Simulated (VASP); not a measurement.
```xyz
2
Lattice="0.0000 2.9455 2.9455 2.9455 0.0000 2.9455 2.9455 2.9455 0.0000" Properties=species:S:1:pos:R:3 pbc="T T T"
P      1.4728     1.4728     1.4728
In     0.0000     0.0000     0.0000
```

These are PBE GGA with D3 dispersion (Becke-Johnson damping), VASP's PBE PAW potentials (set 64) (plane waves; VASP) values and carry that method's errors. Numerical set-up: 400 eV cut-off, 9×9×9 Γ-centred mesh, tetrahedra with Blöchl corrections, potentials P In_d.

Unless said otherwise, spin-orbit coupling is left out, though it shifts the bands of the heavy elements here.

Q: Tabulate the total density of states (states/eV per cell) against energy (eV; zero at the valence-band maximum or, without a gap, the Fermi level).

A: 
```
E (eV) | DOS (states/eV)
    -9.98 | ############# 0.91
    -9.38 | ####################### 1.60
    -8.78 |  0.00
    -8.18 |  0.00
    -7.58 |  0.00
    -7.10 |  0.00
    -6.50 |  0.00
    -5.90 |  0.00
    -5.30 | ############################ 1.94
    -4.70 | ######### 0.61
    -4.10 | ##### 0.34
    -3.50 | ### 0.20
    -3.02 | ########################### 1.83
    -2.42 | ####################### 1.55
    -1.82 | ########################### 1.84
    -1.22 | ######################### 1.70
    -0.62 | ########## 0.70
    -0.02 |  0.01
     0.58 |  0.00
     1.18 |  0.01
     1.78 | ### 0.22
     2.26 | ############### 1.02
     2.86 | ############################## 2.06
     3.46 | ############ 0.81
     4.06 | ############## 0.96
```
Within 2 eV below the valence-band maximum the largest weight inside VASP's projection spheres is P p, then In p.

The structure comes from a measured InP entry (F-43m) of the Crystallography Open Database, whose conditions weren't checked. It was relaxed first.
